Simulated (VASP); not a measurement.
# ScPd under strain

Aim: follow the pressure of ScPd through compression, expansion and shear. All runs use PBEsol. Left out of this account: at least 1 further run (self-consistent run: a reference on another mesh). The start is a cell from a database of measured crystal structures.

Main program and level: VASP 6.6.1; PBEsol; plane waves and PAW (Sc_sv, Pd).

Most raw output is cut from this account.

### 1. The structure

It takes space group Pm-3m (No. 221, cubic). Conventional cell: a = 3.283 Å, b = 3.283 Å, c = 3.283 Å, α = 90.00°, β = 90.00°, γ = 90.00°. Nearest to Sc lie 8 Pd at 2.84 Å. Nearest to Pd lie 8 Sc at 2.84 Å. Farther neighbours are not listed.

### 2. Bands, cell as listed

Levels along the symmetry lines show where the bands peak and cross; KPOINTS_OPT computes them in the converged potential. PBEsol restores the gradient expansion of exchange and is tuned for the cells of solids.

Input file INCAR:

```
SYSTEM = ScPd
PREC = Accurate
ENCUT = 400
EDIFF = 1E-06
NELM = 100
ISMEAR = -1
SIGMA = 0.05
LREAL = .FALSE.
ALGO = Normal
GGA = PS
NBANDS = 22
LASPH = .TRUE.
LORBIT = 11
LWAVE = .FALSE.
LCHARG = .FALSE.
KPAR = 2
```

Input file POSCAR:

```
ScPd
1.0
    3.2830000000      0.0000000000      0.0000000000
    0.0000000000      3.2830000000      0.0000000000
    0.0000000000      0.0000000000      3.2830000000
Sc Pd
1 1
Direct
    0.5000000000      0.5000000000      0.5000000000
    0.0000000000      0.0000000000      0.0000000000
```

Input file KPOINTS:

```
Automatic mesh
0
Gamma
12 12 12
0 0 0
```

Input file KPOINTS_OPT:

```
Line mode
16
Line-mode
Reciprocal
  0.00000000   0.00000000   0.00000000 GAMMA
  0.00000000   0.50000000   0.00000000 X

  0.00000000   0.50000000   0.00000000 X
  0.50000000   0.50000000   0.00000000 M

  0.50000000   0.50000000   0.00000000 M
  0.00000000   0.00000000   0.00000000 GAMMA

  0.00000000   0.00000000   0.00000000 GAMMA
  0.50000000   0.50000000   0.50000000 R

  0.50000000   0.50000000   0.50000000 R
  0.00000000   0.50000000   0.00000000 X

  0.50000000   0.50000000   0.00000000 M
  0.50000000   0.50000000   0.50000000 R
```

The projector-augmented-wave data sets are Sc_sv and Pd (PBE family, release 64).

Run with:

```
mpirun -np 2 vasp_std
```

Elapsed: 15 s, on 2 MPI ranks of AMD EPYC 9R45, shared host; peak memory 0.31 GiB.

This run has no spin polarisation. Its electron count is odd, so without a moment it is a metal by construction. Spin-orbit coupling is off here; it would split degenerate levels. The PAW data sets were made with PBE, which is usual practice but a small mismatch for other functionals.

Numbers from this step:

```
SCF cycles                             : 13
electrons                              : 21
bands                                  : 22
irreducible k-points                   : 84
symmetry operations                    : 48
free energy (TOTEN)                    : -14.35 eV
energy at zero smearing                : -14.34 eV
Fermi energy                           : 7.295 eV
pressure                               : -1.702 GPa
metallic, judged on the points sampled : yes
```

Electronic bands along the path, in eV, zero at the Fermi level; # counts the bands kept in this run:

```csv
point,#3,#4,#5,#6,#7,#8,#9,#10
Γ,-4.69,-2.85,-2.85,-2.85,1.17,1.17,3.28,3.28
0.47 of the way,-4.22,-2.98,-2.98,-2.73,0.69,1.10,2.20,2.20
X,-3.14,-3.14,-3.05,-2.57,-0.71,0.02,1.33,1.33
0.47 of the way,-3.37,-3.37,-3.12,-1.41,-0.90,0.86,1.50,2.19
M,-3.63,-3.63,-1.97,-0.56,0.62,0.62,1.65,3.12
0.53 of the way,-3.79,-3.21,-3.09,-2.85,0.84,1.14,1.34,2.04
Γ,-4.69,-2.85,-2.85,-2.85,1.17,1.17,3.28,3.28
0.47 of the way,-3.70,-3.39,-3.39,-3.16,1.09,1.09,2.07,2.13
R,-3.98,-1.93,-1.93,-1.14,-1.14,-1.14,3.67,3.67
0.53 of the way,-3.65,-3.51,-3.39,-1.04,-1.00,0.83,1.58,2.92
X,-3.14,-3.14,-3.05,-2.57,-0.71,0.02,1.33,1.33
jump to M,-3.63,-3.63,-1.97,-0.56,0.62,0.62,1.65,3.12
0.47 of the way,-3.80,-3.77,-1.95,-0.58,-0.39,-0.39,2.34,3.63
R,-3.98,-1.93,-1.93,-1.14,-1.14,-1.14,3.67,3.67
```

Of the projections kept (Sc, Pd), the largest for each band there, as a share of the weight inside these atoms' spheres; weight between the spheres isn't counted:

```csv
point,#3,#4,#5,#6,#7,#8,#9,#10
Γ,Pd 0.88,Pd 0.94,Pd 0.94,Pd 0.94,Sc 0.76,Sc 0.76,Sc 0.92,Sc 0.92
X,Pd 0.98,Pd 0.98,Sc 0.60,Pd 1.00,Pd 0.93,Sc 1.00,Sc 0.91,Sc 0.91
M,Pd 0.89,Pd 0.89,Pd 1.00,Pd 0.68,Pd 0.62,Pd 0.62,Sc 0.77,Sc 0.83
Γ,Pd 0.88,Pd 0.94,Pd 0.94,Pd 0.94,Sc 0.76,Sc 0.76,Sc 0.92,Sc 0.92
R,Pd 0.94,Pd 1.00,Pd 1.00,Sc 0.71,Sc 0.71,Sc 0.71,Sc 1.00,Sc 1.00
X,Pd 0.98,Pd 0.98,Sc 0.60,Pd 1.00,Pd 0.93,Sc 1.00,Sc 0.91,Sc 0.91
```

There is no gap at this level.

### 3. Bands, volume times 1.04

The cell is expanded evenly, with fractional positions held.

INCAR is that of step 2.

Input file POSCAR:

```
ScPd
1.0
    3.3262023227      0.0000000000      0.0000000000
    0.0000000000      3.3262023227      0.0000000000
    0.0000000000      0.0000000000      3.3262023227
Sc Pd
1 1
Direct
    0.5000000000      0.5000000000      0.5000000000
    0.0000000000      0.0000000000      0.0000000000
```

KPOINTS is that of step 2.

KPOINTS_OPT is that of step 2.

Run with:

```
mpirun -np 2 vasp_std
```

The job ended after 15 s (2 MPI ranks; peak memory 0.33 GiB; 29 s of CPU time).

Numbers from this step:

```
free energy (TOTEN)     : -14.32 eV
energy at zero smearing : -14.31 eV
Fermi energy            : 6.868 eV
pressure                : -5.935 GPa
```

Electronic bands along the path, in eV, zero at the Fermi level; # counts the bands kept in this run:

```csv
point,#3,#4,#5,#6,#7,#8,#9,#10
Γ,-4.46,-2.74,-2.74,-2.74,1.13,1.13,3.13,3.13
0.47 of the way,-4.02,-2.86,-2.86,-2.62,0.69,1.05,2.12,2.12
X,-3.01,-3.01,-2.96,-2.47,-0.74,0.07,1.30,1.30
0.53 of the way,-3.27,-3.09,-3.02,-1.09,-0.92,1.03,1.42,2.28
M,-3.47,-3.47,-1.91,-0.55,0.59,0.59,1.58,2.97
0.53 of the way,-3.62,-3.07,-2.97,-2.74,0.81,1.10,1.31,1.97
Γ,-4.46,-2.74,-2.74,-2.74,1.13,1.13,3.13,3.13
0.47 of the way,-3.54,-3.25,-3.25,-3.04,1.05,1.05,1.98,2.05
R,-3.83,-1.87,-1.87,-1.05,-1.05,-1.05,3.51,3.51
0.53 of the way,-3.49,-3.34,-3.26,-1.00,-0.99,0.81,1.54,2.79
X,-3.01,-3.01,-2.96,-2.47,-0.74,0.07,1.30,1.30
jump to M,-3.47,-3.47,-1.91,-0.55,0.59,0.59,1.58,2.97
0.47 of the way,-3.64,-3.59,-1.89,-0.57,-0.35,-0.35,2.24,3.47
R,-3.83,-1.87,-1.87,-1.05,-1.05,-1.05,3.51,3.51
```

Of the projections kept (Sc, Pd), the largest for each band there, as a share of the weight inside these atoms' spheres; weight between the spheres isn't counted:

```csv
point,#3,#4,#5,#6,#7,#8,#9,#10
Γ,Pd 0.88,Pd 0.94,Pd 0.94,Pd 0.94,Sc 0.77,Sc 0.77,Sc 0.92,Sc 0.92
X,Pd 0.98,Pd 0.98,Sc 0.61,Pd 1.00,Pd 0.93,Sc 1.00,Sc 0.92,Sc 0.92
M,Pd 0.89,Pd 0.89,Pd 1.00,Pd 0.68,Pd 0.62,Pd 0.62,Sc 0.78,Sc 0.83
Γ,Pd 0.88,Pd 0.94,Pd 0.94,Pd 0.94,Sc 0.77,Sc 0.77,Sc 0.92,Sc 0.92
R,Pd 0.94,Pd 1.00,Pd 1.00,Sc 0.72,Sc 0.72,Sc 0.72,Sc 1.00,Sc 1.00
X,Pd 0.98,Pd 0.98,Sc 0.61,Pd 1.00,Pd 0.93,Sc 1.00,Sc 0.92,Sc 0.92
```

 The pressure is -5.94 GPa.

Between step 2 and this run (cell volume +4.0 %) the value for the pressure moves from -1.70 GPa to -5.94 GPa.

### 4. Bands, volume times 1.08

INCAR is that of step 3.

Input file POSCAR:

```
ScPd
1.0
    3.3683106198      0.0000000000      0.0000000000
    0.0000000000      3.3683106198      0.0000000000
    0.0000000000      0.0000000000      3.3683106198
Sc Pd
1 1
Direct
    0.5000000000      0.5000000000      0.5000000000
    0.0000000000      0.0000000000      0.0000000000
```

KPOINTS is that of step 3.

KPOINTS_OPT is that of step 3.

Run with:

```
mpirun -np 2 vasp_std
```

It took 15 s on 2 MPI ranks; peak memory 0.33 GiB; 29 s of CPU time.

This step gave:

```
free energy (TOTEN)     : -14.25 eV
energy at zero smearing : -14.25 eV
Fermi energy            : 6.473 eV
pressure                : -9.319 GPa
```

Electronic bands along the path, in eV, zero at the Fermi level; # counts the bands kept in this run:

```csv
point,#3,#4,#5,#6,#7,#8,#9,#10
Γ,-4.25,-2.63,-2.63,-2.63,1.08,1.08,2.99,2.99
0.53 of the way,-3.74,-2.78,-2.78,-2.50,0.58,0.88,1.87,1.87
X,-2.90,-2.90,-2.89,-2.38,-0.76,0.11,1.27,1.27
0.47 of the way,-3.10,-3.09,-2.87,-1.35,-0.90,0.85,1.39,2.02
M,-3.32,-3.32,-1.85,-0.55,0.56,0.56,1.51,2.83
0.47 of the way,-3.24,-3.02,-2.79,-2.73,0.69,1.03,1.18,1.93
Γ,-4.25,-2.63,-2.63,-2.63,1.08,1.08,2.99,2.99
0.53 of the way,-3.31,-3.10,-3.10,-2.95,0.87,0.87,2.00,2.00
R,-3.68,-1.82,-1.82,-0.97,-0.97,-0.97,3.35,3.35
0.47 of the way,-3.32,-3.06,-3.06,-1.01,-0.79,0.60,1.80,2.72
X,-2.90,-2.90,-2.89,-2.38,-0.76,0.11,1.27,1.27
jump to M,-3.32,-3.32,-1.85,-0.55,0.56,0.56,1.51,2.83
0.53 of the way,-3.53,-3.21,-1.83,-0.57,-0.46,-0.46,2.32,3.32
R,-3.68,-1.82,-1.82,-0.97,-0.97,-0.97,3.35,3.35
```

Of the projections kept (Sc, Pd), the largest for each band there, as a share of the weight inside these atoms' spheres; weight between the spheres isn't counted:

```csv
point,#3,#4,#5,#6,#7,#8,#9,#10
Γ,Pd 0.88,Pd 0.95,Pd 0.95,Pd 0.95,Sc 0.77,Sc 0.77,Sc 0.93,Sc 0.93
X,Pd 0.98,Pd 0.98,Sc 0.61,Pd 1.00,Pd 0.94,Sc 1.00,Sc 0.92,Sc 0.92
M,Pd 0.89,Pd 0.89,Pd 1.00,Pd 0.68,Pd 0.62,Pd 0.62,Sc 0.78,Sc 0.83
Γ,Pd 0.88,Pd 0.95,Pd 0.95,Pd 0.95,Sc 0.77,Sc 0.77,Sc 0.93,Sc 0.93
R,Pd 0.95,Pd 1.00,Pd 1.00,Sc 0.74,Sc 0.74,Sc 0.74,Sc 1.00,Sc 1.00
X,Pd 0.98,Pd 0.98,Sc 0.61,Pd 1.00,Pd 0.94,Sc 1.00,Sc 0.92,Sc 0.92
```

 The pressure is -9.32 GPa.

For the pressure, step 2 gave -1.70 GPa; this run, with cell volume +8.0 %, gives -9.32 GPa.

### 5. Bands, sheared, principal strains -2.9, -0.0, +3.0 %

The first cell is sheared at its own volume, which lowers its symmetry.

INCAR is that of step 4.

Input file POSCAR:

```
ScPd
1.0
    3.2850290000     -0.0134390000      0.0273970000
   -0.0134390000      3.1963960000      0.0340030000
    0.0273970000      0.0340030000      3.3705180000
Sc Pd
1 1
Direct
    0.5000000000      0.5000000000      0.5000000000
    0.0000000000      0.0000000000      0.0000000000
```

KPOINTS is that of step 4.

Input file KPOINTS_OPT:

```
Line mode
16
Line-mode
Reciprocal
  0.00000000   0.50000000   0.00000000 X
  0.00000000   0.00000000   0.00000000 GAMMA

  0.00000000   0.00000000   0.00000000 GAMMA
 -0.50000000   0.00000000   0.00000000 Y

 -0.50000000   0.50000000   0.00000000 L
  0.00000000   0.00000000   0.00000000 GAMMA

  0.00000000   0.00000000   0.00000000 GAMMA
  0.50000000   0.00000000   0.50000000 Z

  0.50000000   0.50000000   0.50000000 N
  0.00000000   0.00000000   0.00000000 GAMMA

  0.00000000   0.00000000   0.00000000 GAMMA
  0.00000000   0.00000000   0.50000000 M

  0.00000000   0.50000000   0.50000000 R
  0.00000000   0.00000000   0.00000000 GAMMA
```

Run with:

```
mpirun -np 2 vasp_std
```

Run time: 91 s. Hardware: 2 MPI ranks; peak memory 1.4 GiB.

The path and its labels are those of the sheared lattice, so a letter need not mean the same point as in the unstrained cell.

Numbers from this step:

| Quantity | Value |
| --- | --- |
| irreducible k-points | 868 |
| symmetry operations | 2 |
| free energy (TOTEN) | -14.34 eV |
| energy at zero smearing | -14.33 eV |
| Fermi energy | 7.318 eV |
| pressure | -1.787 GPa |

The electronic bands at the labelled points (eV, zero at the Fermi level; # counts the bands kept in this run):

```csv
point,#3,#4,#5,#6,#7,#8,#9,#10
X,-3.30,-3.20,-2.93,-2.66,-0.43,0.09,1.06,1.26
0.53 of the way,-4.20,-3.08,-2.97,-2.84,0.78,1.14,2.00,2.15
Γ,-4.71,-3.01,-2.88,-2.75,0.99,1.29,3.22,3.24
0.53 of the way,-4.12,-3.15,-2.94,-2.72,0.50,0.98,1.83,2.16
Y,-3.26,-3.07,-3.06,-2.60,-0.75,-0.01,1.11,1.53
jump to L,-3.83,-3.79,-1.93,-0.39,0.71,0.84,1.87,3.01
0.47 of the way,-3.54,-3.45,-3.06,-2.97,0.89,1.17,1.33,1.94
Γ,-4.71,-3.01,-2.88,-2.75,0.99,1.29,3.22,3.24
0.47 of the way,-3.85,-3.21,-3.15,-2.79,0.68,1.11,1.25,2.20
Z,-3.54,-3.48,-2.09,-0.77,0.32,0.54,1.37,3.07
jump to N,-3.94,-2.05,-1.89,-1.28,-1.16,-1.03,3.56,3.75
0.47 of the way,-3.63,-3.45,-3.40,-3.19,0.84,1.01,2.13,2.14
Γ,-4.71,-3.01,-2.88,-2.75,0.99,1.29,3.22,3.24
0.47 of the way,-4.31,-3.07,-2.96,-2.66,0.54,1.01,2.20,2.36
M,-3.20,-3.15,-3.05,-2.53,-1.04,-0.09,1.35,1.57
jump to R,-3.71,-3.63,-2.04,-0.53,0.46,0.76,1.63,2.99
0.47 of the way,-3.57,-3.37,-3.05,-2.97,0.73,1.12,1.28,2.08
Γ,-4.71,-3.01,-2.88,-2.75,0.99,1.29,3.22,3.24
```

Of the projections kept (Sc, Pd), the largest for each band there, as a share of the weight inside these atoms' spheres; weight between the spheres isn't counted:

```csv
point,#3,#4,#5,#6,#7,#8,#9,#10
X,Pd 0.98,Pd 0.98,Sc 0.59,Pd 1.00,Pd 0.92,Sc 1.00,Sc 0.90,Sc 0.92
Γ,Pd 0.88,Pd 0.93,Pd 0.94,Pd 0.95,Sc 0.78,Sc 0.75,Sc 0.93,Sc 0.93
Y,Pd 0.98,Sc 0.60,Pd 0.99,Pd 1.00,Pd 0.93,Sc 1.00,Sc 0.90,Sc 0.93
L,Pd 0.88,Pd 0.88,Pd 1.00,Pd 0.67,Pd 0.63,Pd 0.62,Sc 0.77,Sc 0.81
Γ,Pd 0.88,Pd 0.93,Pd 0.94,Pd 0.95,Sc 0.78,Sc 0.75,Sc 0.93,Sc 0.93
Z,Pd 0.89,Pd 0.90,Pd 1.00,Pd 0.68,Pd 0.62,Pd 0.62,Sc 0.78,Sc 0.84
```

 The pressure is -1.79 GPa, and the symmetry operations fall from 48 to 2.

### 6. Bands, volume times 0.96

The cell is compressed evenly, with fractional positions held.

INCAR is that of step 5.

Input file POSCAR:

```
ScPd
1.0
    3.2386296960      0.0000000000      0.0000000000
    0.0000000000      3.2386296960      0.0000000000
    0.0000000000      0.0000000000      3.2386296960
Sc Pd
1 1
Direct
    0.5000000000      0.5000000000      0.5000000000
    0.0000000000      0.0000000000      0.0000000000
```

KPOINTS is that of step 5.

Input file KPOINTS_OPT:

```
Line mode
16
Line-mode
Reciprocal
  0.00000000   0.00000000   0.00000000 GAMMA
  0.00000000   0.50000000   0.00000000 X

  0.00000000   0.50000000   0.00000000 X
  0.50000000   0.50000000   0.00000000 M

  0.50000000   0.50000000   0.00000000 M
  0.00000000   0.00000000   0.00000000 GAMMA

  0.00000000   0.00000000   0.00000000 GAMMA
  0.50000000   0.50000000   0.50000000 R

  0.50000000   0.50000000   0.50000000 R
  0.00000000   0.50000000   0.00000000 X

  0.50000000   0.50000000   0.00000000 M
  0.50000000   0.50000000   0.50000000 R
```

Run with:

```
mpirun -np 2 vasp_std
```

Elapsed: 14 s, on 2 MPI ranks; peak memory 0.32 GiB.

This step gave:

| Item | Value |
| --- | --- |
| SCF cycles | 12 |
| irreducible k-points | 84 |
| symmetry operations | 48 |
| Fermi energy | 7.757 eV |
| pressure | 3.525 GPa |

The electronic bands at the labelled points (eV, zero at the Fermi level; # counts the bands kept in this run):

```csv
point,#3,#4,#5,#6,#7,#8,#9,#10
Γ,-4.95,-2.98,-2.98,-2.98,1.21,1.21,3.44,3.44
0.53 of the way,-4.30,-3.15,-3.15,-2.82,0.56,1.04,2.08,2.08
X,-3.27,-3.27,-3.13,-2.67,-0.68,-0.04,1.36,1.36
0.53 of the way,-3.58,-3.39,-3.28,-1.13,-0.92,1.06,1.54,2.48
M,-3.82,-3.82,-2.04,-0.56,0.66,0.66,1.72,3.28
0.53 of the way,-3.99,-3.36,-3.22,-2.97,0.87,1.19,1.37,2.11
Γ,-4.95,-2.98,-2.98,-2.98,1.21,1.21,3.44,3.44
0.53 of the way,-3.76,-3.57,-3.57,-3.30,0.98,0.98,2.24,2.24
R,-4.14,-1.99,-1.99,-1.23,-1.23,-1.23,3.85,3.85
0.47 of the way,-3.81,-3.53,-3.42,-1.05,-0.92,0.64,2.00,3.13
X,-3.27,-3.27,-3.13,-2.67,-0.68,-0.04,1.36,1.36
jump to M,-3.82,-3.82,-2.04,-0.56,0.66,0.66,1.72,3.28
0.53 of the way,-4.01,-3.71,-2.01,-0.62,-0.60,-0.60,2.65,3.82
R,-4.14,-1.99,-1.99,-1.23,-1.23,-1.23,3.85,3.85
```

Of the projections kept (Sc, Pd), the largest for each band there, as a share of the weight inside these atoms' spheres; weight between the spheres isn't counted:

```csv
point,#3,#4,#5,#6,#7,#8,#9,#10
Γ,Pd 0.87,Pd 0.94,Pd 0.94,Pd 0.94,Sc 0.76,Sc 0.76,Sc 0.92,Sc 0.92
X,Pd 0.98,Pd 0.98,Sc 0.59,Pd 1.00,Pd 0.92,Sc 1.00,Sc 0.91,Sc 0.91
M,Pd 0.88,Pd 0.88,Pd 1.00,Pd 0.67,Pd 0.62,Pd 0.62,Sc 0.77,Sc 0.82
Γ,Pd 0.87,Pd 0.94,Pd 0.94,Pd 0.94,Sc 0.76,Sc 0.76,Sc 0.92,Sc 0.92
R,Pd 0.93,Pd 1.00,Pd 1.00,Sc 0.70,Sc 0.70,Sc 0.70,Sc 1.00,Sc 1.00
X,Pd 0.98,Pd 0.98,Sc 0.59,Pd 1.00,Pd 0.92,Sc 1.00,Sc 0.91,Sc 0.91
```

 The pressure is 3.52 GPa.

Between step 2 and this run (cell volume -4.0 %) the value for the pressure moves from -1.70 GPa to 3.52 GPa.

### 7. Bands, volume times 0.92

The cell is scaled evenly once more. A prediction first. A least-squares parabola for the 4 pressures of evenly scaled cells so far, P = -1.70 -117.8 t +245 t² GPa with t = ln(V/V₁) and V₁ the volume at scale 1, gives 9.83 GPa at t = -0.0834.

INCAR is that of step 6.

Input file POSCAR:

```
ScPd
1.0
    3.1930091165      0.0000000000      0.0000000000
    0.0000000000      3.1930091165      0.0000000000
    0.0000000000      0.0000000000      3.1930091165
Sc Pd
1 1
Direct
    0.5000000000      0.5000000000      0.5000000000
    0.0000000000      0.0000000000      0.0000000000
```

KPOINTS is that of step 6.

KPOINTS_OPT is that of step 6.

Run with:

```
mpirun -np 2 vasp_std
```

Elapsed: 14 s, on 2 MPI ranks; peak memory 0.31 GiB.

Numbers from this step:

```
free energy (TOTEN)     : -14.28 eV
energy at zero smearing : -14.27 eV
Fermi energy            : 8.260 eV
pressure                : 10.03 GPa
```

(Part 1 of 2 ends here.)

[Lines on the potential files, build, host, timing and source positions are cut from VASP's logs without a mark.]

[Logs are printed without paths, hosts, clocks, repeated set-up lines and the standing remarks that a program may print on its own settings, such as how far it seeks lower states.]

[Hosts, paths, dates, database ids (printed as entryN), source tags and the programs' standing remarks are cut or masked in the printed files.]

[A measured line is paired with the nearest computed mode of its activity, which favours agreement.]

[In band tables of VASP the shares of atoms and orbitals are scaled to a sum of 1 inside the atoms' spheres.]
